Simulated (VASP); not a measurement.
Data:

```yaml
crystal:
  lattice:
    - [1.83992, -3.18684, 0.00000]
    - [1.83992, 3.18684, 0.00000]
    - [0.00000, 0.00000, 5.82716]
  atoms:
    - { symbol: Zr, position: [0.00000, 0.00000, 0.00000] }
    - { symbol: S, position: [0.33333, 0.66667, 0.24970] }
    - { symbol: S, position: [0.66667, 0.33333, 0.75030] }
```

Level of theory: optB88-vdW, VASP's PBE PAW potentials (set 64) (plane waves; VASP 6.6.1). Run with 520 eV cut-off, 8×8×5 Γ-centred mesh, tetrahedra with Blöchl corrections, potentials Zr_sv S.

The cores are frozen, which limits the accuracy of field gradients.

Give the principal components of the electric field gradient (V/Å²) and the asymmetry η at each nucleus.

```json
[
 {"atom": "Zr1", "Vxx": "5.6", "Vyy": "5.6", "Vzz": "-11.1", "η": "0.00"},
 {"atom": "S2", "Vxx": "-0.2", "Vyy": "-0.2", "Vzz": "0.5", "η": "-"},
 {"atom": "S3", "Vxx": "-0.2", "Vyy": "-0.2", "Vzz": "0.5", "η": "-"}
]
```

The compound is ZrS2 in the 1T layered structure. It was relaxed first.
